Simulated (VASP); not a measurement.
Energy against volume of ZrO$_{2}$ (fluorite). These are PBE GGA with D4 dispersion, VASP's PBE PAW potentials (set 64) (plane waves; VASP) values and carry that method's errors. Settings: 520 eV cut-off, 8×8×8 Γ-centred mesh, Gaussian smearing of 0.050 eV, potentials Zr_sv O.

```tsv
V (Å³/atom)	E (eV/atom)
10.330	-9.69405
10.660	-9.72053
10.989	-9.72952
11.319	-9.72339
```

Q: Fit these four points and predict the energy of the run at 11.649 Å³/atom.

A: A cubic in V^(−2/3), the third-order Birch-Murnaghan form, passes through the four points with V0 = 11.01 Å³/atom and B0 = 243 GPa, and gives -9.7041 eV/atom there. The run gave -9.7044 eV/atom, -0.3 meV/atom from the fit; all five points give B0 = 241 GPa.

The compound is ZrO2 in the fluorite structure, the high-temperature cubic form, which is unstable at 0 K; the monoclinic form is the stable one. It was relaxed first.
